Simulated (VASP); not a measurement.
The system is C.

```
CELL_PARAMETERS angstrom
0.00000 1.78337 1.78337
1.78337 0.00000 1.78337
1.78337 1.78337 0.00000
ATOMIC_POSITIONS crystal
C 0.00000 0.00000 0.00000
C 0.25000 0.25000 0.25000
```

This isn't the form of C at room conditions, which is graphite.

Base run:

* Program: VASP 6.6.1
* Functional: PBE
* Potentials or basis: VASP PAW PBE potentials, release 64 (C)
* Cutoff: 520 eV
* k mesh: 22 × 22 × 22
* Occupations: gaussian, width 0.02 eV
* Spin: no spin polarisation

Its results: band gap on the k mesh 4.13 eV, indirect (least direct gap 5.59 eV); pressure 2.5 GPa.

Question: The run is repeated on the same cell with these changes: cutoff from 520 eV to 700 eV; k mesh from 22 × 22 × 22 to 10 × 10 × 10. What comes out?

Answer: Band gap on the k mesh 4.17 eV, indirect (least direct gap 5.59 eV); pressure 1.5 GPa.

A k mesh can miss the band edges.
